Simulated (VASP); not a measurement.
Output of a VASP run:

**OSZICAR**
```
       N       E                     dE             d eps       ncg     rms          rms(c)
DAV:   1     0.332909181453E+03    0.33291E+03   -0.18058E+04  1750   0.150E+03
DAV:   2    -0.327057927966E+01   -0.33618E+03   -0.32903E+03  1923   0.400E+02
DAV:   3    -0.318416318928E+02   -0.28571E+02   -0.27911E+02  2556   0.101E+02
DAV:   4    -0.327463748672E+02   -0.90474E+00   -0.90185E+00  2042   0.192E+01
DAV:   5    -0.327771971224E+02   -0.30822E-01   -0.30815E-01  2580   0.351E+00    0.207E+01
DAV:   6    -0.310789231740E+02    0.16983E+01   -0.24333E+01  2501   0.336E+01    0.147E+01
DAV:   7    -0.304441180101E+02    0.63481E+00   -0.33670E+01  2546   0.340E+01    0.990E+00
DAV:   8    -0.297043423963E+02    0.73978E+00   -0.16566E+00  2500   0.981E+00    0.455E+00
DAV:   9    -0.295990696643E+02    0.10527E+00   -0.20560E+00  2563   0.769E+00    0.222E+00
DAV:  10    -0.295483101517E+02    0.50760E-01   -0.32827E-01  2498   0.378E+00    0.346E-01
DAV:  11    -0.295506803382E+02   -0.23702E-02   -0.50599E-03  2330   0.543E-01    0.449E-01
DAV:  12    -0.295478622534E+02    0.28181E-02   -0.13712E-02  2629   0.692E-01    0.181E-02
DAV:  13    -0.295478787414E+02   -0.16488E-04   -0.16155E-04  1946   0.901E-02    0.101E-02
DAV:  14    -0.295478750042E+02    0.37372E-05   -0.13715E-05  2486   0.265E-02    0.763E-03
DAV:  15    -0.295478774971E+02   -0.24929E-05   -0.34055E-06  2268   0.161E-02    0.216E-03
DAV:  16    -0.295478780417E+02   -0.54458E-06   -0.42812E-07  1990   0.366E-03    0.804E-04
DAV:  17    -0.295478778282E+02    0.21355E-06   -0.54179E-08  1009   0.216E-03    0.265E-04
DAV:  18    -0.295478778958E+02   -0.67579E-07   -0.80906E-09   946   0.867E-04
   1 F= -.29547878E+02 E0= -.29547878E+02  d E =0.000000E+00
```

OUTCAR:
```
------------------------ aborting loop because EDIFF is reached ----------------------------------------
  FORCE on cell =-STRESS in cart. coord.  units (eV):
  Direction    XX          YY          ZZ          XY          YZ          ZX
  --------------------------------------------------------------------------------------
  Total        0.0264894      0.0264894      0.0264894      0.0000000      0.0000000     -0.0000000
  in kB        0.6911014      0.6911014      0.6911014      0.0000000      0.0000000     -0.0000000
  external PRESSURE =       0.6911014 kB  Pullay stress =       0.0000000 kB
  volume of cell :       61.41
      direct lattice vectors                 reciprocal lattice vectors
     3.945300047  0.000000000  0.000000000     0.253466147  0.000000000  0.000000000
     0.000000000  3.945300047  0.000000000     0.000000000  0.253466147  0.000000000
     0.000000000  0.000000000  3.945300047     0.000000000  0.000000000  0.253466147
 POSITION                                       TOTAL-FORCE (eV/Angst)
 -----------------------------------------------------------------------------------
      0.00000      0.00000      0.00000         0.000000      0.000000      0.000000
      0.00000      1.97265      1.97265         0.000000      0.000000      0.000000
      1.97265      0.00000      1.97265         0.000000      0.000000      0.000000
      1.97265      1.97265      0.00000         0.000000      0.000000      0.000000
 -----------------------------------------------------------------------------------
    total drift:                                0.000000      0.000000      0.000000
  FREE ENERGIE OF THE ION-ELECTRON SYSTEM (eV)
  ---------------------------------------------------
  free  energy   TOTEN  =       -29.5478778958 eV

  energy  without entropy=      -29.5478778958  energy(sigma->0) =      -29.54787790

 total charge

# of ion       s       p       d       tot
------------------------------------------
    1        2.205   6.147   1.765  10.117
    2        0.683   0.635   8.048   9.366
    3        0.683   0.635   8.048   9.366
    4        0.683   0.635   8.048   9.366
--------------------------------------------------
tot          4.254   8.052  25.909  38.215
```
(Selected blocks of OUTCAR.)

POSCAR:
```
Pt3Ti
1
    3.9453000466     0.0000000000     0.0000000000
    0.0000000000     3.9453000466     0.0000000000
    0.0000000000     0.0000000000     3.9453000466
Ti Pt
1 3
Direct
  0.0000000000   0.0000000000   0.0000000000
  0.0000000000   0.5000000000   0.5000000000
  0.5000000000   0.0000000000   0.5000000000
  0.5000000000   0.5000000000   0.0000000000
```

### Question
Write an INCAR and KPOINTS that could have produced this output.

### Answer
This is not unique; one that fits is the input of the run itself, PBE GGA, plane waves, VASP's PBE PAW potentials (set 64).

INCAR:
```
SYSTEM = Pt3Ti
PREC = Accurate; ENCUT = 400; LREAL = .FALSE.
LASPH = .TRUE.
EDIFF = 1E-7; NELM = 100; ALGO = Normal
LMAXMIX = 6
ISMEAR = -5
GGA = PE
ISIF = 2
LWAVE = .FALSE.; LCHARG = .TRUE.; LORBIT = 11
NEDOS = 601
LEFG = .TRUE.
```

File KPOINTS:
```
Automatic mesh
0
Gamma
9 9 9
0 0 0
```

POTCAR, in this order: Ti_sv Pt (PBE.64 set). Program: vasp_std.

For a metal the tetrahedron method with Blöchl corrections gives inexact stress and forces.

The compound is Pt3Ti in the L1_2 structure. It was relaxed first.
